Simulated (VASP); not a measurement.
# Relaxed cell of Si2Mo: a test of cutoff and mesh

How far does the relaxed cell of Si2Mo depend on cutoff and k mesh? The starting structure is a measured crystal structure from the Crystallography Open Database.

Method: Kohn-Sham DFT with plane waves and PAW; PBEsol, in VASP 6.6.1.

The database entry behind the starting cell is an old determination (1927), so it need not match the best structure at ambient conditions.

### Step 1. Starting point

Symmetry: I4/mmm, No. 139, tetragonal system. Conventional cell: a = 3.200 Å, b = 3.200 Å, c = 7.861 Å, α = 90.00°, β = 90.00°, γ = 90.00°. Mo has 10 Si at 2.62 Å nearest. Nearest to Si lie 5 Si at 2.61 to 2.63 Å and 5 Mo at 2.62 Å. Farther neighbours are not listed.

As a file:

```cif
data_structure
_symmetry_space_group_name_H-M 'P 1'
_symmetry_Int_Tables_number 1
_cell_length_a 4.5353
_cell_length_b 4.5353
_cell_length_c 4.5353
_cell_angle_alpha 138.684
_cell_angle_beta 138.684
_cell_angle_gamma 59.857
_cell_volume 40.25
loop_
_atom_site_label
_atom_site_type_symbol
_atom_site_fract_x
_atom_site_fract_y
_atom_site_fract_z
_atom_site_occupancy
Mo1 Mo 0.00000 0.00000 0.00000 1
Si2 Si 0.66700 0.66700 0.00000 1
Si3 Si 0.33300 0.33300 0.00000 1
```

### Step 2. Reference relaxation

INCAR

```
SYSTEM = Si2Mo
PREC = Accurate
ENCUT = 450
EDIFF = 1E-06
NELM = 100
ISMEAR = 1
SIGMA = 0.1
LREAL = .FALSE.
ALGO = Normal
GGA = PS
NBANDS = 17
LORBIT = 11
LWAVE = .FALSE.
LCHARG = .FALSE.
KPAR = 2
IBRION = 2
NSW = 50
ISIF = 3
EDIFFG = -0.01
```

POSCAR

```
Si2Mo
1.0
   -1.6000000000      1.6000000000      3.9305000000
    1.6000000000     -1.6000000000      3.9305000000
    1.6000000000      1.6000000000     -3.9305000000
Mo Si
1 2
Direct
    0.0000000000      0.0000000000      0.0000000000
    0.6670000000      0.6670000000      0.0000000000
    0.3330000000      0.3330000000      0.0000000000
```

KPOINTS

```
Automatic mesh
0
Gamma
12 12 12
0 0 0
```

The projector-augmented-wave data sets are Mo_sv and Si (PBE family, release 64).

Started as:

```sh
mpirun -np 2 vasp_std
```

Log:

```text
[banner, memory and clock lines left out]
running    2 mpi-ranks, on    1 nodes
 distrk:  each k-point on    1 cores,    2 groups
 distr:  one band on    1 cores,    1 groups

 POSCAR found type information on POSCAR MoSi
 POSCAR found :  2 types and       3 ions
|                                                                             |
|               ----> ADVICE to this user running VASP <----                  |
|                                                                             |
|     You enforced a specific xc type in the INCAR file but a different       |
|     [... a line on the potential file left out ...]
|     I HOPE YOU KNOW WHAT YOU ARE DOING!                                     |
|                                                                             |

 LDA part: xc-table for (Slater+PW92), standard interpolation
 POSCAR, INCAR and KPOINTS ok, starting setup
 FFT: planning ... GRIDC
 FFT: planning ... GRID_SOFT
 FFT: planning ... GRID
 WAVECAR not read
 entering main loop
       N       E                     dE             d eps       ncg     rms          rms(c)
DAV:   1     0.105526686072E+03    0.10553E+03   -0.10461E+04  5566   0.110E+03
DAV:   2    -0.236523708720E+02   -0.12918E+03   -0.12701E+03  6986   0.290E+02
DAV:   3    -0.260448461596E+02   -0.23925E+01   -0.23756E+01  6853   0.360E+01
DAV:   4    -0.260569410508E+02   -0.12095E-01   -0.12090E-01  6948   0.289E+00
DAV:   5    -0.260570217485E+02   -0.80698E-04   -0.80689E-04  6849   0.229E-01    0.224E+01
DAV:   6    -0.252493535586E+02    0.80767E+00   -0.65394E+00  6017   0.167E+01    0.482E+00
DAV:   7    -0.251127583178E+02    0.13660E+00   -0.98310E-01  5817   0.601E+00    0.459E+00
DAV:   8    -0.250709635692E+02    0.41795E-01   -0.11942E-01  5997   0.256E+00    0.443E-01
DAV:   9    -0.250698596831E+02    0.11039E-02   -0.22372E-03  7015   0.379E-01    0.244E-01
DAV:  10    -0.250697537326E+02    0.10595E-03   -0.57759E-04  6198   0.211E-01    0.616E-02
DAV:  11    -0.250697400476E+02    0.13685E-04   -0.22161E-04  6051   0.112E-01    0.444E-02
DAV:  12    -0.250697351153E+02    0.49323E-05   -0.29766E-05  5913   0.392E-02    0.762E-03
DAV:  13    -0.250697348202E+02    0.29516E-06   -0.58137E-07  3203   0.677E-03
   1 F= -.25069735E+02 E0= -.25069769E+02  d E =-.250697E+02
[...]
2 F= -.25066444E+02 E0= -.25066311E+02  d E =0.329035E-02
[...]
3 F= -.25076352E+02 E0= -.25076335E+02  d E =-.661751E-02
 curvature:  -0.22 expect dE=-0.843E-03 dE for cont linesearch -0.128E-06
 trial: gam= 0.12730 g(F)=  0.253E-02 g(S)=  0.128E-02 ort = 0.129E-03 (trialstep = 0.891E+00)
 search vector abs. value=  0.431E-02
 bond charge predicted
       N       E                     dE             d eps       ncg     rms          rms(c)
DAV:   1    -0.250817373119E+02   -0.53848E-02   -0.11845E-01  5748   0.306E+00    0.648E-01
DAV:   2    -0.250786856913E+02    0.30516E-02   -0.32271E-02  5866   0.126E+00    0.228E-01
DAV:   3    -0.250780785679E+02    0.60712E-03   -0.26633E-03  5910   0.296E-01    0.725E-02
DAV:   4    -0.250780240985E+02    0.54469E-04   -0.22336E-04  6188   0.124E-01    0.427E-02
DAV:   5    -0.250780249315E+02   -0.83293E-06   -0.96717E-06  6878   0.248E-02
   4 F= -.25078025E+02 E0= -.25077911E+02  d E =-.167260E-02
 trial-energy change:   -0.001673  1 .order   -0.001667   -0.003411    0.000076
 step:   0.8711(harm=  0.8711)  dis= 0.00853  next Energy=   -25.078020 (dE=-0.167E-02)
 reached required accuracy - stopping structural energy minimisation
```

Elapsed: 3.2 min, on 2 MPI ranks of AMD EPYC 7R43, shared host; peak memory 0.43 GiB.

The logs omit lines about the potential files and the build; timing stands in the text.

From OUTCAR (step 2):

```text
ion  position               nearest neighbor table
   1  0.000  0.000  0.000-   2 2.62   3 2.62   2 2.62   3 2.62   2 2.62   3 2.62   3 2.62   2 2.62
                             2 2.62   3 2.62
   2  0.667  0.667  0.000-   3 2.61   3 2.61   3 2.61   3 2.61   1 2.62   1 2.62   1 2.62   1 2.62
                             1 2.62   3 2.63
   3  0.333  0.333  0.000-   2 2.61   2 2.61   2 2.61   2 2.61   1 2.62   1 2.62   1 2.62   1 2.62
                             1 2.62   2 2.63

  LATTYP: Found a body centered tetragonal cell.
 ALAT       =     3.2000000000
 C/A-ratio  =     2.4565625000

 Subroutine GETGRP returns: Found 16 space group operations
 (whereof 16 operations were pure point group operations)

The static configuration has the point symmetry D_4h.

 Found    163 irreducible k-points:

   k-points           NKPTS =    163   k-points in BZ     NKDIM =    163   number of bands    NBANDS=     17

   dimension x,y,z NGX =    32 NGY =   32 NGZ =   32
   dimension x,y,z NGXF=    64 NGYF=   64 NGZF=   64

   ENCUT  =  450.0 eV  33.07 Ry    5.75 a.u.   7.84  7.84  7.84*2*pi/ulx,y,z

   NELECT =      22.0000    total number of electrons

 k-points in reciprocal lattice and weights: Automatic mesh
   0.00000000  0.00000000  0.00000000       0.001
   0.08333333 -0.00000000  0.00000000       0.005
   0.16666667 -0.00000000  0.00000000       0.005
   0.25000000 -0.00000000  0.00000000       0.005
   0.33333333 -0.00000000  0.00000000       0.005
   0.41666667  0.00000000  0.00000000       0.005
   0.50000000 -0.00000000  0.00000000       0.002
   0.08333333  0.08333333  0.00000000       0.005
   0.16666667  0.08333333  0.00000000       0.009
[...]
-0.41666667 -0.41666667  0.41666667       0.001
   0.50000000  0.50000000  0.50000000       0.001

 average (electrostatic) potential at core
       1 -68.8010       2 -77.0753       3 -77.0753

 E-fermi :  12.3048

 k-point     1 :       0.0000    0.0000    0.0000
  band No.  band energies     occupation
    ...
      6       5.8566      2.00000
      7       8.9223      2.00000
      8       9.1811      2.00000
      9       9.6763      2.00000
     10       9.6763      2.00000
     11      12.6981     -0.00000
     12      15.4496      0.00000
     13      15.5378      0.00000
     14      15.8698      0.00000
     15      15.8698      0.00000
    ...

 k-point     2 :       0.0833   -0.0000    0.0000
  band No.  band energies     occupation
    ...
      7       8.4628      2.00000
      8       9.1941      2.00000
      9       9.7607      2.00000
     10       9.9179      2.00000
     11      12.3171      0.79366
     12      15.0213      0.00000
     13      15.2926      0.00000
     14      15.7660      0.00000
     15      16.2607      0.00000
     16      16.7972      0.00000
    ...

 k-point     3 :       0.1667   -0.0000    0.0000
  band No.  band energies     occupation
    ...
      7       7.7295      2.00000
      8       9.1543      2.00000
      9       9.9985      2.00000
     10      10.1371      2.00000
     11      11.5957      2.00000
     12      14.2591     -0.00000
     13      14.6749      0.00000
     14      16.4008      0.00000
     15      16.6470      0.00000
     16      17.2144      0.00000
    ...

  Total       -0.0234527     -0.0234527      0.0081323      0.0000000      0.0000000      0.0000000
  in kB       -0.9427233     -0.9427233      0.3268934      0.0000000      0.0000000      0.0000000
  external PRESSURE =      -0.5195178 kB  Pullay stress =       0.0000000 kB

  energy-cutoff  :      450.00
  volume of cell :       39.86
      direct lattice vectors                 reciprocal lattice vectors
    -1.596027056  1.596027056  3.911814023     0.000000000  0.313277897  0.127817937
     1.596027056 -1.596027056  3.911814023     0.313277897  0.000000000  0.127817937
     1.596027056  1.596027056 -3.911814023     0.313277897  0.313277897  0.000000000

 POSITION                                       TOTAL-FORCE (eV/Angst)
 -----------------------------------------------------------------------------------
      0.00000      0.00000      0.00000         0.000000      0.000000     -0.000000
      0.00000      0.00000      5.20275        -0.000000     -0.000000      0.001707
      1.59603      1.59603     -1.29094         0.000000      0.000000     -0.001707
 -----------------------------------------------------------------------------------
    total drift:                               -0.000000      0.000000     -0.000000

  FREE ENERGIE OF THE ION-ELECTRON SYSTEM (eV)
  ---------------------------------------------------
  free  energy   TOTEN  =       -25.0780249315 eV

  energy  without entropy=      -25.0776826601  energy(sigma->0) =      -25.07791084

 reached required accuracy - stopping structural energy minimisation

 total charge
# of ion       s       p       d       tot
------------------------------------------
    1        2.290   6.212   4.212  12.714
    2        0.742   0.883   0.000   1.625
    3        0.742   0.883   0.000   1.625
--------------------------------------------------
tot          3.774   7.977   4.212  15.963

[... 3 further parts left out ...]
```

CONTCAR:

```
Si2Mo
   1.00000000000000
    -1.5960270560494616    1.5960270560494616    3.9118140231548866
     1.5960270560494616   -1.5960270560494616    3.9118140231548866
     1.5960270560494616    1.5960270560494616   -3.9118140231548866
  Mo              Si
     1     2
Direct
     0.0000000000000000    0.0000000000000000    0.0000000000000000
     0.6650048025999125    0.6650048025999125    0.0000000000000000
     0.3349951974000875    0.3349951974000875    1.0000000000000000
```

The PAW data sets were made with PBE, which is usual practice but a small mismatch for other functionals. The run keeps the 16 symmetry operations of its start, so it cannot find a distortion of lower symmetry.

The reference relaxation ends at 13.286 Å³ an atom.

### Step 3. Relaxation with a cutoff of 250 eV

Against step 2 the input has ENCUT = 250.

Edit INCAR of step 2 so:

```diff
@@ -2,3 +2,3 @@
 PREC = Accurate
-ENCUT = 450
+ENCUT = 250
 EDIFF = 1E-06
```

POSCAR is that of step 2.

KPOINTS is that of step 2.

Started as:

```sh
mpirun -np 2 vasp_std
```

Log:

```text
[banner, memory and clock lines left out]
running    2 mpi-ranks, on    1 nodes
[...]
[... a notice as in an earlier step ...]

 LDA part: xc-table for (Slater+PW92), standard interpolation
 POSCAR, INCAR and KPOINTS ok, starting setup
[...]
entering main loop
       N       E                     dE             d eps       ncg     rms          rms(c)
DAV:   1     0.470718724409E+02    0.47072E+02   -0.77385E+03  6414   0.703E+02
DAV:   2    -0.250229642133E+02   -0.72095E+02   -0.71018E+02  7160   0.203E+02
DAV:   3    -0.260102763526E+02   -0.98731E+00   -0.98352E+00  6605   0.210E+01
DAV:   4    -0.260139696255E+02   -0.36933E-02   -0.36922E-02  7058   0.141E+00
[...]
DAV:  11    -0.250286796625E+02    0.15494E-04   -0.20758E-04  6193   0.106E-01    0.437E-02
DAV:  12    -0.250286751997E+02    0.44628E-05   -0.29871E-05  5927   0.385E-02    0.711E-03
DAV:  13    -0.250286748584E+02    0.34136E-06   -0.58088E-07  3132   0.660E-03
   1 F= -.25028675E+02 E0= -.25028710E+02  d E =-.250287E+02
[... from here on, the cycles between the ionic steps are left out ...]
   2 F= -.24998136E+02 E0= -.24998022E+02  d E =0.305391E-01
   3 F= -.25041759E+02 E0= -.25041773E+02  d E =-.130839E-01
   4 F= -.25041761E+02 E0= -.25041774E+02  d E =-.130858E-01
   5 F= -.25043396E+02 E0= -.25043333E+02  d E =-.163580E-02
   6 F= -.25043412E+02 E0= -.25043339E+02  d E =-.165136E-02
[...]
reached required accuracy - stopping structural energy minimisation
```

Run time: 1.9 min. Hardware: 2 MPI ranks; peak memory 0.26 GiB.

Parts of OUTCAR (step 3):

```text
  Total        0.0237272      0.0237272      0.0183830      0.0000000      0.0000000      0.0000000
  in kB        0.9617287      0.9617287      0.7451146      0.0000000      0.0000000      0.0000000
  external PRESSURE =       0.8895240 kB  Pullay stress =       0.0000000 kB

 POSITION                                       TOTAL-FORCE (eV/Angst)
 -----------------------------------------------------------------------------------
      0.00000      0.00000      0.00000        -0.000000     -0.000000      0.000000
      0.00000      0.00000      5.19446         0.000000      0.000000      0.001342
      0.00000      0.00000      2.61450         0.000000      0.000000     -0.001342
 -----------------------------------------------------------------------------------
    total drift:                                0.000000     -0.000000      0.000000

  FREE ENERGIE OF THE ION-ELECTRON SYSTEM (eV)
  ---------------------------------------------------
  free  energy   TOTEN  =       -25.0434120214 eV

  energy  without entropy=      -25.0431923085  energy(sigma->0) =      -25.04333878

[... 2 parts as in an earlier step ...]

[... 2 further parts left out ...]
[key lines of the parts left out:]
E-fermi :  12.4505
```

With a cutoff of 250 eV the cell ends at 13.176 Å³ an atom, -0.83 % from the reference.

### Step 4. Relaxation with a 7×7×7 mesh

Against step 2 the input has a 7×7×7 mesh.

Edit INCAR of step 3 so:

```diff
@@ -2,3 +2,3 @@
 PREC = Accurate
-ENCUT = 250
+ENCUT = 450
 EDIFF = 1E-06
```

POSCAR is that of step 3.

KPOINTS

```
Automatic mesh
0
Gamma
7 7 7
0 0 0
```

Started as:

```sh
mpirun -np 2 vasp_std
```

Log:

```text
[... set-up lines as in an earlier step ...]
 entering main loop
       N       E                     dE             d eps       ncg     rms          rms(c)
DAV:   1     0.105760880130E+03    0.10576E+03   -0.10438E+04  1368   0.110E+03
DAV:   2    -0.237620507768E+02   -0.12952E+03   -0.12717E+03  1763   0.289E+02
DAV:   3    -0.260381690014E+02   -0.22761E+01   -0.22606E+01  1573   0.352E+01
DAV:   4    -0.260511623277E+02   -0.12993E-01   -0.12971E-01  1765   0.298E+00
[...]
DAV:  11    -0.250720462598E+02    0.12076E-04   -0.17207E-04  1483   0.994E-02    0.383E-02
DAV:  12    -0.250720432492E+02    0.30107E-05   -0.22445E-05  1482   0.339E-02    0.654E-03
DAV:  13    -0.250720428830E+02    0.36620E-06   -0.59941E-07   763   0.700E-03
   1 F= -.25072043E+02 E0= -.25071805E+02  d E =-.250720E+02
[... from here on, the cycles between the ionic steps are left out ...]
   2 F= -.25069074E+02 E0= -.25068834E+02  d E =0.296892E-02
   3 F= -.25079248E+02 E0= -.25079009E+02  d E =-.720531E-02
   4 F= -.25081084E+02 E0= -.25080845E+02  d E =-.183601E-02
   5 F= -.25081093E+02 E0= -.25080853E+02  d E =-.184463E-02
   6 F= -.25081092E+02 E0= -.25080853E+02  d E =-.184409E-02
   7 F= -.25081101E+02 E0= -.25080862E+02  d E =-.921389E-05
 trial-energy change:   -0.000009  1 .order   -0.000010   -0.000032    0.000013
 step:   0.6289(harm=  0.6289)  dis= 0.00000  next Energy=   -25.081104 (dE=-0.115E-04)
 reached required accuracy - stopping structural energy minimisation
```

Run time: 94 s. Hardware: 2 MPI ranks; peak memory 0.34 GiB; 3.1 min of CPU time.

OUTCAR, selected parts (step 4):

```text
  Total        0.0066597      0.0066597     -0.0163898      0.0000000     -0.0000000     -0.0000000
  in kB        0.2677365      0.2677365     -0.6589103      0.0000000     -0.0000000     -0.0000000
  external PRESSURE =      -0.0411458 kB  Pullay stress =       0.0000000 kB

 POSITION                                       TOTAL-FORCE (eV/Angst)
 -----------------------------------------------------------------------------------
      0.00000      0.00000     -0.00000        -0.000000     -0.000000      0.000000
      0.00000      0.00000      5.20371         0.000000      0.000000     -0.004460
      0.00000      0.00000      2.62218        -0.000000     -0.000000      0.004460
 -----------------------------------------------------------------------------------
    total drift:                                0.000000     -0.000000      0.000000

  FREE ENERGIE OF THE ION-ELECTRON SYSTEM (eV)
  ---------------------------------------------------
  free  energy   TOTEN  =       -25.0811014993 eV

  energy  without entropy=      -25.0803816538  energy(sigma->0) =      -25.08086155

[... 1 part as in an earlier step ...]

[... 3 further parts left out ...]
[key lines of the parts left out:]
E-fermi :  12.3626
```

With a 7×7×7 mesh the cell ends at 13.284 Å³ an atom, -0.01 % from the reference.

(Continued in part 2 of 2.)

[Lines on the potential files, build, host, timing and source positions are cut from VASP's logs without a mark.]

[Logs are printed without paths, hosts, clocks, repeated set-up lines and the standing remarks that a program may print on its own settings, such as how far it seeks lower states.]

[Hosts, paths, dates, database ids (printed as entryN), source tags and the programs' standing remarks are cut or masked in the printed files.]
